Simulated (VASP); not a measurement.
Consider the following.

```
CdS
1.0
    2.11140    -3.65705     0.00000
    2.11140     3.65705     0.00000
    0.00000     0.00000     6.85440
Cd S
2 2
Direct
  0.66667   0.33333   0.50000
  0.33333   0.66667   0.00000
  0.66667   0.33333   0.87700
  0.33333   0.66667   0.37700
```

Computed with PBE GGA, VASP's PBE PAW potentials (set 64) (plane waves; VASP). Settings: EDIFF = 1E-3, 400 eV cut-off, 6×6×3 Γ-centred mesh, Gaussian smearing of 0.050 eV, potentials Cd S.

**Question.** Give the stress tensor in GPa (positive for a compressed cell).

**Answer.** 
```
-1.00   0.00   0.00
 0.00  -1.00   0.00
 0.00   0.00  -0.88
```
The pressure is its mean diagonal, -0.96 GPa.

The compound is CdS in the wurtzite structure. The cell was not relaxed at this level. The run is one of a series of settings (EDIFF = 1E-3 against the base run), some of them coarse on purpose.
